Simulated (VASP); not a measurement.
Data:

```xyz
2
Lattice="2.8923 0.0000 0.0000 0.0000 2.8923 0.0000 0.0000 0.0000 2.8923" Properties=species:S:1:pos:R:3 pbc="T T T"
Ga     1.4461     1.4461     1.4461
Co     0.0000     0.0000     0.0000
```

Method: AM05 GGA, VASP's PBE PAW potentials (set 64) (plane waves; VASP). Run with 520 eV cut-off, 13×13×13 Γ-centred mesh, first-order Methfessel-Paxton smearing of 0.10 eV, potentials Ga_d Co.

Give the stress tensor in GPa (positive for a compressed cell).

```
-10.20    0.00    0.00
  0.00  -10.20    0.00
  0.00    0.00  -10.20
```
The pressure is its mean diagonal, -10.20 GPa.

The compound is CoGa in the CsCl type structure. This cell is one point of a volume scan, at 1.06 of the reference volume. The run is not spin-polarised, so no magnetic state was tried.
